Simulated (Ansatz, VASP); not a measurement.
# MoSeS in two plane-wave programs, part 3 of 3

One calculation is typed for both programs; each brings its own data sets. How far apart do they land? Of the first pair: The structure shown is frame 30 of Ansatz's trajectory.

VASP 6.6.1 and Ansatz 0.2.0.

So far. Step 4 (Side by side): The forces differ by 16 meV/Å r.m.s., which is 2.7 % of the r.m.s. force of 0.599 eV/Å (both taken over all components). With vacuum in the cell, a pressure given here is an average over mostly empty space and none of the material. Step 7 (Differences): The forces differ by 16 meV/Å r.m.s., which is 2.5 % of the r.m.s. force of 0.632 eV/Å (both taken over all components). With vacuum in the cell, a pressure given here is an average over mostly empty space and none of the material.

### Step 9. VASP: single point, r2SCAN with D3(BJ), pair 3

Level of this step: r2SCAN with D3(BJ), no spin polarisation; plane waves and PAW (Mo_sv, S, Se) (VASP).

The same cell, functional, mesh and smearing now go to VASP, with its own data sets.

INCAR reads:

```
SYSTEM = MoSeS
PREC = Accurate
ENCUT = 440
EDIFF = 1E-06
NELM = 120
ISMEAR = 0
SIGMA = 0.05
LREAL = Auto
ALGO = Normal
METAGGA = R2SCAN
IVDW = 12
VDW_S6 = 1
VDW_S8 = 0.78981345
VDW_A1 = 0.49484001
VDW_A2 = 5.73083694
LASPH = .TRUE.
NBANDS = 211
LORBIT = 11
LWAVE = .FALSE.
LCHARG = .FALSE.
ISIF = 2
GGA_COMPAT = .FALSE.
EFERMI = MIDGAP
LMIXTAU = .TRUE.
```

POSCAR reads:

```
MoSeS
1.0
    8.5193000000      0.0000000000      0.0000000000
   -4.2596500000      7.3779300000      0.0000000000
    0.0000000000      0.0000000000     21.6600000000
Mo S Se
14 14 14
Direct
    0.1884445390      0.2416667006      0.3488919668
    0.3317192625      0.6847313542      0.3515743306
    0.4897651860      0.1131211600      0.3557340720
    0.6148789308      0.5367901295      0.3503831948
    0.7706295519      0.9631834403      0.3525623269
    0.9017892681      0.3910446426      0.3514681440
    0.0505602474      0.8137377286      0.3569621422
    0.9541723595      0.8382568010      0.6533656510
    0.8248528295      0.1304024299      0.6531763620
    0.1077286289      0.5477146029      0.6535826408
    0.3813424010      0.9704483507      0.6574422899
    0.2577399295      0.2679477848      0.6587026777
    0.5260658275      0.7019855163      0.6549815328
    0.6804501304      0.4188979836      0.6553831948
    0.2417741903      0.0612366883      0.4249584488
    0.3725053968      0.4809750160      0.4183933518
    0.5286964443      0.9190247129      0.4247553093
    0.6692247268      0.3524294755      0.4243305633
    0.8063922698      0.7680202984      0.4227239151
    0.9606725994      0.2063451402      0.4228116343
    0.0966871800      0.6184797091      0.4258541090
    0.9279546474      0.6067691073      0.7229455217
    0.7631047710      0.8917677452      0.7227146814
    0.0607870223      0.3140311713      0.7280286242
    0.3403110045      0.7382558523      0.7289058172
    0.1785334351      0.0204664452      0.7290073869
    0.5006301859      0.4696439245      0.7251939058
    0.6332492436      0.1823953331      0.7220406279
    0.2438141155      0.0447279928      0.2799630656
    0.3698716871      0.4935259619      0.2690535549
    0.5380432899      0.9268724425      0.2763619575
    0.6596022769      0.3513316066      0.2749122807
    0.8186815603      0.7692401527      0.2767913204
    0.9487527827      0.1970606932      0.2709418283
    0.0981286610      0.6366690928      0.2749953832
    0.9089730064      0.6022827541      0.5754062789
    0.7617484297      0.8852754092      0.5738965836
    0.0707398393      0.3063054271      0.5779316713
    0.3328986193      0.7387844558      0.5763804247
    0.1943705116      0.0258473583      0.5815420129
    0.4964792242      0.4678683587      0.5755263158
    0.6227486883      0.1702916672      0.5770637119
```

KPOINTS reads:

```
Automatic mesh
0
Gamma
1 1 1
0 0 0
```

PAW data sets: Mo_sv, S and Se (PBE family, release 64).

Started as:

```console
export OMP_NUM_THREADS=3
mpirun -np 1 vasp_gam
```

Numbers of over 12 decimals in the logs are rounded to 6 here.

Log:

```text
[... set-up lines as in an earlier step ...]
 entering main loop
       N       E                     dE             d eps       ncg     rms          rms(c)
DAV:   1     0.342727261076E+04    0.34273E+04   -0.20579E+05   534   0.144E+03
DAV:   2    -0.478407370949E+03   -0.39057E+04   -0.37988E+04   564   0.385E+02
DAV:   3    -0.824193019105E+03   -0.34579E+03   -0.33974E+03   500   0.974E+01
DAV:   4    -0.841711241864E+03   -0.17518E+02   -0.17441E+02   556   0.207E+01
[...]
DAV:  28    -0.713365306295E+03   -0.57308E-05   -0.66492E-07   300   0.239E-03    0.726E-04
DAV:  29    -0.713365308689E+03   -0.23942E-05   -0.40080E-07   276   0.194E-03    0.533E-04
DAV:  30    -0.713365309602E+03   -0.91332E-06   -0.22047E-07   268   0.152E-03
   1 F= -.72045371E+03 E0= -.72045371E+03  d E =-.240131E-75
```

From OUTCAR (step 9):

```text
 Edisp (eV)   -7.08840

  Total       5.21034     5.82550     2.72885    -0.10147    -1.39317    -1.99938
  in kB       6.13169     6.85562     3.21139    -0.11942    -1.63953    -2.35293
  external pressure =        5.40 kB  Pullay stress =        0.00 kB

 POSITION                                       TOTAL-FORCE (eV/Angst)
 -----------------------------------------------------------------------------------
      0.57600      1.78300      7.55700        -0.414093      0.909591      0.576911
     -0.09070      5.05190      7.61510         1.035203     -0.485976      0.555429
      3.69060      0.83460      7.70520        -0.976681     -0.387900     -0.224944
      2.95180      3.96040      7.58930        -0.227791     -0.117669      0.926985
      2.46240      7.10630      7.63650        -0.647145      0.218338      0.656940
      6.01690      2.88510      7.61280         0.577729      0.209034      0.177391
     -3.03550      6.00370      7.73180        -0.338368     -0.011631      0.098764
      4.55820      6.18460     14.15190        -0.359202     -0.231274      0.836585
      6.47170      0.96210     14.14780        -0.447347     -0.331002      0.328562
     -1.41530      4.04100     14.15660        -0.289409      0.232211      0.660024
     -0.88500      7.15990     14.24020        -0.224804      0.952751      0.125923
      1.05440      1.97690     14.26750        -0.542991      0.265114     -0.228134
      1.49150      5.17920     14.18690         0.950549     -0.608506     -0.381280
      4.01260      3.09060     14.19560         0.409656     -0.297213     -0.744356
[...]
-----------------------------------------------------------------------------------
    total drift:                                0.002457      0.002474     -0.002921

  FREE ENERGIE OF THE ION-ELECTRON SYSTEM (eV)
  ---------------------------------------------------
  free  energy   TOTEN  =      -720.4537142486 eV

  energy  without entropy=     -720.4537142486  energy(sigma->0) =     -720.45371425

[... 2 parts as in an earlier step ...]

[... 1 further part left out ...]
[key lines of the parts left out:]
E-fermi :   2.2763
```

### Step 10. Comparison

What differs besides the data sets and the points named for the pairs above, as far as they apply: the data sets hold 504 valence electrons in Ansatz (on its default PAW (the set named soft_2) files) and 364 in VASP. Total energies have different zeros and are not compared.

Forces on 9 of the 42 atoms, those with the largest forces and the largest differences (eV/Å; atoms numbered as in POSCAR):

| atom | Ansatz x, y, z | VASP x, y, z |
| --- | --- | --- |
| Mo1 | -0.412, 0.904, 0.551 | -0.414, 0.910, 0.577 |
| Mo2 | 1.031, -0.484, 0.526 | 1.035, -0.486, 0.555 |
| Mo13 | 0.946, -0.608, -0.411 | 0.951, -0.609, -0.381 |
| S26 | 1.123, 0.180, -0.375 | 1.120, 0.178, -0.369 |
| Se29 | -0.119, 0.506, -1.021 | -0.117, 0.505, -1.064 |
| Se30 | 0.671, -0.323, 0.791 | 0.671, -0.324, 0.761 |
| Se32 | 0.753, -0.597, -0.496 | 0.755, -0.600, -0.537 |
| Se33 | -0.233, 0.501, -0.658 | -0.232, 0.503, -0.700 |
| Se40 | 0.602, 0.303, -0.777 | 0.604, 0.306, -0.820 |

The forces differ by 17 meV/Å r.m.s., which is 3.6 % of the r.m.s. force of 0.468 eV/Å (both taken over all components). With vacuum in the cell, a pressure given here is an average over mostly empty space and none of the material.

### Step 11. What came out

- r.m.s. force difference (single point, r2SCAN with D3(BJ), pair 1): 2.7 % of the r.m.s. force
- r.m.s. force difference (single point, r2SCAN with D3(BJ), pair 2): 2.5 % of the r.m.s. force
- r.m.s. force difference (single point, r2SCAN with D3(BJ), pair 3): 3.6 % of the r.m.s. force

**Reading.** The r.m.s. force difference is 3.6 % of the r.m.s. force (single point, r2SCAN with D3(BJ), pair 3), beyond the 3 % picked in this series as the mark of a large difference. The data sets hold unlike numbers of valence electrons (504 in Ansatz and 364 in VASP), so part of the differences comes from the potentials. What causes the difference of the single point, r2SCAN with D3(BJ), pair 3 pair stays open here. Such differences can come from data sets, numerical settings and the points named under the comparisons, not from the functional's error against experiment.

[Lines on the potential files, build, host, timing and source positions are cut from VASP's logs without a mark.]

[Logs are printed without paths, hosts, clocks, repeated set-up lines and the standing remarks that a program may print on its own settings, such as how far it seeks lower states.]

[Hosts, paths, dates, database ids (printed as entryN), source tags and the programs' standing remarks are cut or masked in the printed files.]
